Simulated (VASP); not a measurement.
All values below come from PBEsol GGA, VASP's PBE PAW potentials (set 64) (plane waves; VASP).

The input files of a VASP run:

**INCAR**
```
ALGO=Normal
CSHIFT=0.1
EDIFF=1E-7
ENCUT=400
GGA=PS
ISMEAR=0
LASPH=.True.
LCHARG=.False.
LOPTICS=.True.
LREAL=.False.
LWAVE=.False.
NBANDS=42
NEDOS=1001
NELM=100
PREC=Accurate
SIGMA=0.01
SYSTEM=P
```

**KPOINTS**
```
Regular mesh
0
Gamma
 12 15 1
```

File POSCAR:
```
P
4.3979170
  0.9999999479   0.0000000000   0.0000000000
  0.0000000000   0.7496344679   0.0000000000
  0.0000000000   0.0000000000   4.1231930320
P
4
Cartesian
  0.5814804471   0.0000000000   2.3018855289
  0.9185194747   0.3748172339   2.3018855289
  0.4185195008   0.0000000000   1.8213075031
  0.0814804732   0.3748172339   1.8213075031
```

POTCAR, in this order: P (PBE.64 set). Program: vasp_std.

The resulting files:

OUTCAR:
```
 ion  position               nearest neighbor table
   1  0.581  0.000  0.558-   2 2.22   2 2.22   3 2.23
   2  0.919  0.500  0.558-   1 2.22   1 2.22   4 2.23
   3  0.419  0.000  0.442-   4 2.22   4 2.22   1 2.23
   4  0.081  0.500  0.442-   3 2.22   3 2.22   2 2.23
  LATTYP: Found a simple orthorhombic cell.
 ALAT       =     3.2968301701
 B/A-ratio  =     1.3339834156
 C/A-ratio  =     5.5002714104
 Subroutine PRICEL returns:
 Original cell was already a primitive cell.
 Subroutine GETGRP returns: Found  8 space group operations
The static configuration has the point symmetry C_2h.
 The point group associated with its full space group is D_2h.
The dynamic configuration has the point symmetry C_2h.
 Subroutine INISYM returns: Found  8 space group operations
 Subroutine IBZKPT returns following result:
 Found     56 irreducible k-points:

 Following reciprocal coordinates:
            Coordinates               Weight
  0.000000  0.000000  0.000000      1.000000
  0.083333  0.000000  0.000000      2.000000
  0.166667  0.000000  0.000000      2.000000
  0.250000  0.000000  0.000000      2.000000
  0.333333  0.000000  0.000000      2.000000
  0.416667  0.000000  0.000000      2.000000
  0.500000  0.000000  0.000000      1.000000
  0.000000  0.066667  0.000000      2.000000
  0.083333  0.066667  0.000000      4.000000
  0.166667  0.066667  0.000000      4.000000
  0.250000  0.066667  0.000000      4.000000
  0.333333  0.066667  0.000000      4.000000
  0.416667  0.066667  0.000000      4.000000
  0.500000  0.066667  0.000000      2.000000
  0.000000  0.133333  0.000000      2.000000
  0.083333  0.133333  0.000000      4.000000
  0.166667  0.133333  0.000000      4.000000
  0.250000  0.133333  0.000000      4.000000
  0.333333  0.133333  0.000000      4.000000
...
```

### OSZICAR
```
       N       E                     dE             d eps       ncg     rms          rms(c)
DAV:   1     0.785524835044E+02    0.78552E+02   -0.50842E+03  4712   0.280E+02
DAV:   2    -0.154449690151E+02   -0.93997E+02   -0.88623E+02  6448   0.764E+01
DAV:   3    -0.229323990384E+02   -0.74874E+01   -0.73678E+01  6012   0.204E+01
DAV:   4    -0.230867549181E+02   -0.15436E+00   -0.15428E+00  6168   0.338E+00
DAV:   5    -0.230885888429E+02   -0.18339E-02   -0.18338E-02  6386   0.331E-01    0.102E+01
DAV:   6    -0.229209960391E+02    0.16759E+00   -0.38560E-02  5890   0.626E-01    0.597E+00
DAV:   7    -0.228432350467E+02    0.77761E-01   -0.91655E-02  6050   0.868E-01    0.275E-01
DAV:   8    -0.228425932000E+02    0.64185E-03   -0.12256E-02  5738   0.307E-01    0.168E-01
DAV:   9    -0.228424503366E+02    0.14286E-03   -0.50789E-04  6462   0.614E-02    0.112E-01
DAV:  10    -0.228421285691E+02    0.32177E-03   -0.26603E-04  5668   0.416E-02    0.541E-02
DAV:  11    -0.228421124275E+02    0.16142E-04   -0.37606E-05  5916   0.174E-02    0.339E-02
DAV:  12    -0.228425065891E+02   -0.39416E-03   -0.96729E-05  5250   0.277E-02    0.423E-02
DAV:  13    -0.228425189090E+02   -0.12320E-04   -0.70962E-06  5682   0.648E-03    0.203E-02
DAV:  14    -0.228426234774E+02   -0.10457E-03   -0.61315E-06  5118   0.689E-03    0.102E-02
DAV:  15    -0.228426328782E+02   -0.94008E-05   -0.59899E-06  5330   0.504E-03    0.104E-02
DAV:  16    -0.228426735030E+02   -0.40625E-04   -0.43501E-07  5590   0.157E-03    0.630E-03
DAV:  17    -0.228427156211E+02   -0.42118E-04   -0.10238E-06  5512   0.230E-03    0.471E-03
DAV:  18    -0.228427376332E+02   -0.22012E-04   -0.57157E-07  5408   0.157E-03    0.140E-03
DAV:  19    -0.228427463975E+02   -0.87643E-05   -0.18742E-07  5120   0.821E-04    0.532E-04
DAV:  20    -0.228427482949E+02   -0.18973E-05   -0.23899E-08  4910   0.302E-04    0.451E-04
DAV:  21    -0.228427489921E+02   -0.69721E-06   -0.77184E-09  4598   0.169E-04    0.986E-05
DAV:  22    -0.228427491369E+02   -0.14478E-06   -0.15066E-09  4700   0.757E-05    0.620E-05
DAV:  23    -0.228427491477E+02   -0.10821E-07   -0.73674E-11  4764   0.219E-05
   1 F= -.22842749E+02 E0= -.22842749E+02  d E =-.170533E-12
 imaginary and real dielectric function
```

OUTCAR:
```
------------------------ aborting loop because EDIFF is reached ----------------------------------------
  FORCE on cell =-STRESS in cart. coord.  units (eV):
  Direction    XX          YY          ZZ          XY          YZ          ZX
  --------------------------------------------------------------------------------------
  Total        0.0881603     -0.2241878      0.1490997      0.0000000      0.0000000      0.0000000
  in kB        0.5372288     -1.3661500      0.9085797      0.0000000      0.0000000      0.0000000
  external PRESSURE =       0.0265529 kB  Pullay stress =       0.0000000 kB
  volume of cell :      262.92
      direct lattice vectors                 reciprocal lattice vectors
     4.397916771  0.000000000  0.000000000     0.227380383  0.000000000  0.000000000
     0.000000000  3.296830170  0.000000000     0.000000000  0.303321660  0.000000000
     0.000000000  0.000000000 18.133460730     0.000000000  0.000000000  0.055146671
 POSITION                                       TOTAL-FORCE (eV/Angst)
 -----------------------------------------------------------------------------------
      2.55730      0.00000     10.12350         0.019405      0.000000      0.037219
      4.03957      1.64842     10.12350        -0.019405      0.000000      0.037219
      1.84061      0.00000      8.00996        -0.019405      0.000000     -0.037219
      0.35834      1.64842      8.00996         0.019405     -0.000000     -0.037219
 -----------------------------------------------------------------------------------
    total drift:                                0.000000     -0.000000     -0.000000
  FREE ENERGIE OF THE ION-ELECTRON SYSTEM (eV)
  ---------------------------------------------------
  free  energy   TOTEN  =       -22.8427491477 eV

  energy  without entropy=      -22.8427491477  energy(sigma->0) =      -22.84274915

 plasma frequency squared (from intraband transitions) (eV^2)
  --------------------------------------------------------------------------------------
       0.000       0.000       0.000
       0.000       0.000       0.000
      -0.000       0.000       0.000

 plasma frequency squared (from interband transitions, int dw w eps(2)(w)) (eV^2)
  --------------------------------------------------------------------------------------
      89.032       0.000       0.000       0.000      -0.000      -0.000
       0.000       0.000      89.405       0.000       0.000       0.000
      -0.000       0.000       0.000       0.000      88.334       0.000
```
(Selected blocks of OUTCAR.)

OUTCAR:
```
 val. band max:       -1.7378630851   @ k =   0.0000   0.0667   0.0000

 cond. band min:      -1.0276892112   @ k =   0.0000   0.0000   0.0000


 Fermi energy:        -1.6934183201

 k-point     1 :       0.0000    0.0000    0.0000
  band No.  band energies     occupation
      1     -17.0068      2.00000
      2     -14.3023      2.00000
      3     -10.7779      2.00000
      4      -7.6099      2.00000
      5      -6.5702      2.00000
      6      -6.2089      2.00000
      7      -5.2999      2.00000
      8      -3.6715      2.00000
      9      -3.5305      2.00000
     10      -1.7409      2.00000
     11      -1.0277      0.00000
     12      -0.3078      0.00000
     13       0.9287      0.00000
     14       1.7062      0.00000
     15       2.6875      0.00000
     16       2.7090      0.00000
     17       3.7433      0.00000
     18       4.2309      0.00000
     19       4.4626      0.00000
     20       5.1570      0.00000
     21       5.2201      0.00000
     22       6.1236      0.00000
     23       6.2001      0.00000
     24       6.2324      0.00000
     25       6.5117      0.00000
     26       7.2257      0.00000
     27       7.7000      0.00000
     28       9.2869      0.00000
     29       9.5288      0.00000
     30       9.7432      0.00000
     31       9.7688      0.00000
     32       9.8513      0.00000
     33       9.9940      0.00000
     34      10.7019      0.00000
     35      11.0842      0.00000
     36      11.1131      0.00000
     37      11.5614      0.00000
     38      11.9800      0.00000
     39      12.1521      0.00000
     40      12.2220      0.00000
     41      12.3734      0.00000
     42      13.3201      0.00000

 k-point     2 :       0.0833    0.0000    0.0000
  band No.  band energies     occupation
      1     -16.9678      2.00000
      2     -14.3404      2.00000
      3     -10.8439      2.00000
      4      -7.7827      2.00000
      5      -6.3784      2.00000
      6      -6.2069      2.00000
...
```

The cell holds a wide vacuum, so values per volume refer to the whole cell. The dielectric response may not be converged in the k-mesh; for small gaps it tends to come out too large.

The cell is a sheet with vacuum, built from a generated structure.
